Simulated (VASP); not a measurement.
Crystal: WC.

```
W C
1.0
     2.90650    0.00000    0.00000
    -1.45325    2.51710    0.00000
     0.00000    0.00000    2.83660
W C
1 1
Direct
  0.00000 0.00000 0.00000
  0.66667 0.33333 0.50000
```

```yaml
Program: VASP 6.6.1
Task: relaxation of cell and atoms
Functional: PBE
Potentials_or_basis: VASP PAW PBE potentials, release 64 (W_sv, C)
Cutoff: 600 eV
k_mesh: 18 × 18 × 14
Occupations: gaussian, width 0.1 eV
Spin: no spin polarisation
```

At the start: pressure 6.6 GPa; volume 10.38 Å³/atom.

**Question.** Where does the relaxation end?

**Answer.** Over 6 steps the energy falls by 3.6 meV/atom and the volume is 10.55 Å³/atom (+1.7 %); space group P-6m2 (No. 187, to 0.05 Å).

The path:
```tsv
step	energy change (eV)	largest force (eV/Å)	pressure (GPa)	volume (Å³)
1	0.0000	0.0000	6.62	20.75
2	0.0425	0.0000	-15.75	22.07
3	-0.0070	0.0000	-0.10	21.10
4	-0.0070	0.0000	0.00	21.10
5	-0.0070	0.0000	0.03	21.10
6	-0.0071	0.0000	0.02	21.10
```

Final structure:
```xyz
2
Lattice="2.9240 0.0000 0.0000 -1.4620 2.5322 0.0000 0.0000 0.0000 2.8498" Properties=species:S:1:pos:R:3 pbc="T T T"
W     0.0000    0.0000    0.0000
C     1.4620    0.8441    1.4249
```
